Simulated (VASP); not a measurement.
Here is the system:

```xyz
4
Lattice="3.8137 0.0000 0.0000 -1.9069 3.3028 0.0000 0.0000 0.0000 4.5996" Properties=species:S:1:pos:R:3 pbc="T T T"
Hf     0.0000     2.2019     4.3305
Hf     1.9069     1.1009     2.0308
C      0.0000     2.2019     1.9939
C      1.9069     1.1009     4.2936
```

Level of theory: PBEsol GGA, VASP's PBE PAW potentials (set 64) (plane waves; VASP 6.6.1). Run with 520 eV cut-off, 10×10×8 Γ-centred mesh, tetrahedra with Blöchl corrections, potentials Hf_pv C.

The cores are frozen, which limits the accuracy of field gradients.

### Question
Give the principal components of the electric field gradient (V/Å²) and the asymmetry η at each nucleus.

### Answer

```json
[
 {"atom": "Hf1", "Vxx": "93.6", "Vyy": "93.6", "Vzz": "-187.3", "η": "0.00"},
 {"atom": "Hf2", "Vxx": "93.6", "Vyy": "93.6", "Vzz": "-187.3", "η": "0.00"},
 {"atom": "C3", "Vxx": "2.2", "Vyy": "2.2", "Vzz": "-4.4", "η": "0.00"},
 {"atom": "C4", "Vxx": "2.2", "Vyy": "2.2", "Vzz": "-4.4", "η": "0.00"}
]
```

The structure was generated: HfC was put into the wurtzite type (P6_3mc), which need not be its known phase. It was relaxed first, which changed the volume by -41 %.
